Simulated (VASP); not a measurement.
Energy against volume of Ni$_{3}$Fe (L1_2). Level of theory: optB86b-vdW, VASP's PBE PAW potentials (set 64) (plane waves; VASP). Run with 520 eV cut-off, 9×9×9 Γ-centred mesh, first-order Methfessel-Paxton smearing of 0.10 eV, potentials Fe Ni.

| V (Å³/atom) | E (eV/atom) |
|---|---|
| 10.181 | -3.70513 |
| 10.506 | -3.72657 |
| 10.831 | -3.73265 |
| 11.156 | -3.72606 |

Problem. Fit these four points and predict the energy of the run at 11.481 Å³/atom.

Solution. A cubic in V^(−2/3), the third-order Birch-Murnaghan form, passes through the four points with V0 = 10.81 Å³/atom and B0 = 209 GPa, and gives -3.7090 eV/atom there. The run gave -3.7092 eV/atom, -0.2 meV/atom from the fit; all five points give B0 = 208 GPa.

The compound is Ni3Fe in the L1_2 structure. It was relaxed first.
